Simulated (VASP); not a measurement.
Method: r2SCAN+rVV10, VASP's PBE PAW potentials (set 64) (plane waves; VASP).

Input for VASP

### KPOINTS_OPT
```
k-points along high-symmetry lines
6
Line-mode
Reciprocal
  0.000000   0.000000   0.000000 ! GAMMA
 -0.000000   0.000000   0.500000 ! X

 -0.000000   0.000000   0.500000 ! X
  0.250000   0.250000   0.250000 ! P

  0.250000   0.250000   0.250000 ! P
  0.000000   0.500000  -0.000000 ! N

  0.000000   0.500000  -0.000000 ! N
  0.000000   0.000000   0.000000 ! GAMMA

  0.000000   0.000000   0.000000 ! GAMMA
  0.500000   0.500000  -0.500000 ! M

  0.500000   0.500000  -0.500000 ! M
  0.357770   0.642230  -0.357770 ! S

 -0.357770   0.357770   0.357770 ! S_0
  0.000000   0.000000   0.000000 ! GAMMA

 -0.000000   0.000000   0.500000 ! X
 -0.215539   0.215539   0.500000 ! R

  0.500000   0.500000  -0.215539 ! G
  0.500000   0.500000  -0.500000 ! M
```

INCAR:
```
# general
SYSTEM   = In
PREC     = Accurate
ENCUT    = 520
LREAL    = .FALSE.
LASPH    = .TRUE.   # aspherical one-centre terms

# electronic loop
EDIFF    = 1E-7   # SCF stop (eV)
NELM     = 100   # most electronic steps
ALGO     = Normal
LMAXMIX  = 4   # l cut-off of mixed one-centre charges
LMIXTAU  = .TRUE.

# smearing
ISMEAR   = -5   # tetrahedra, Bloechl

# functional
METAGGA  = R2SCAN
LUSE_VDW = .TRUE.
BPARAM   = 11.95
CPARAM   = 0.0093

# ions
ISIF     = 2   # forces and stress, cell fixed

# output
LWAVE    = .FALSE.
LCHARG   = .FALSE.
LORBIT   = 11   # lm-projected
NEDOS    = 601
```

### POSCAR
```
In
1
   -1.6082920415     1.6082920415     2.4865418638
    1.6082920415    -1.6082920415     2.4865418638
    1.6082920415     1.6082920415    -2.4865418638
In
1
Direct
  0.0000000000   0.0000000000   0.0000000000
```

**KPOINTS**
```
Automatic mesh
0
Gamma
18 18 18
0 0 0
```

POTCAR, in this order: In_d (PBE.64 set). Program: vasp_std.

For a metal the tetrahedron method with Blöchl corrections gives inexact stress and forces. Unless said otherwise, spin-orbit coupling is left out, though it shifts the bands of the heavy elements here.

Task: Predict the energy per atom (σ→0), band gap (over mesh and band path).

Result: 
| Property | Result |
|---|---|
| energy per atom (σ→0) | -22.220 eV/atom |
| band gap (over mesh and band path) | none (metal, semimetal or under 0.01 eV) |

File OSZICAR:
```
...
DAV:  16    -0.222198594138E+02   -0.71935E-05   -0.38399E-06  9818   0.366E-02    0.120E-02
DAV:  17    -0.222198597020E+02   -0.28815E-06   -0.25068E-07 10192   0.652E-03    0.123E-02
DAV:  18    -0.222198594891E+02    0.21289E-06   -0.23641E-07 10070   0.476E-03    0.104E-02
DAV:  19    -0.222198582900E+02    0.11991E-05   -0.42759E-07 10116   0.762E-03    0.440E-03
DAV:  20    -0.222198576420E+02    0.64793E-06   -0.68994E-08  5992   0.500E-03    0.200E-03
DAV:  21    -0.222198575578E+02    0.84259E-07   -0.94614E-09  5076   0.137E-03
   1 F= -.22219858E+02 E0= -.22219858E+02  d E =0.000000E+00
       N       E                     dE             ncg
```

The compound is In in the bct structure. It was relaxed first.
